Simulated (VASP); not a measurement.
A run of VASP 6.6.1:

File POSCAR:

```
Zn
1.0
    0.0000000000      1.9647760000      1.9647760000
    1.9647760000      0.0000000000      1.9647760000
    1.9647760000      1.9647760000      0.0000000000
Zn
1
Direct
    0.0000000000      0.0000000000      0.0000000000
```

The input INCAR.step1:

```
  ALGO = Normal
  EDIFF = 1E-4
  ENCUT = 520
  GGA = PE
  ISMEAR = 0
  LASPH = True
  LCHARG = False
  LREAL = False
  LWAVE = True
  NBANDS = 12
  NELM = 80
  PREC = Accurate
  SIGMA = 0.1
```

Contents of INCAR.step2:

```
  ALGO = Normal
  EDIFF = 1E-6
  ENCUT = 520
  ISIF = 2
  ISMEAR = 0
  ISTART = 1
  LASPH = True
  LCHARG = False
  LMIXTAU = True
  LREAL = False
  LWAVE = False
  METAGGA = R2SCAN
  NBANDS = 12
  NELM = 80
  PREC = Accurate
  SIGMA = 0.1
```

File KPOINTS:

```
k-points
0
Gamma
  8 8 8
```

Potentials or basis: VASP PAW PBE potentials, release 64 (Zn).

The run is started by

```bash
$ cat potpaw_PBE.64/Zn/POTCAR > POTCAR
$ cp INCAR.step1 INCAR
$ mpirun -np 1 vasp_std > vasp.out
$ cp INCAR.step2 INCAR
$ mpirun -np 1 vasp_std > vasp.out
```

Hardware: 1 thread of Intel(R) Xeon(R) Platinum 8259CL CPU @ 2.50GHz (Skylake/Cascade Lake), with other jobs on the host.

How long does it take, and how much memory?

Wall time 32 s on 1 thread of Intel(R) Xeon(R) Platinum 8259CL CPU @ 2.50GHz (Skylake/Cascade Lake) (shared host), peak memory 0.14 GiB. Counts: scf iterations 9, k points 29.
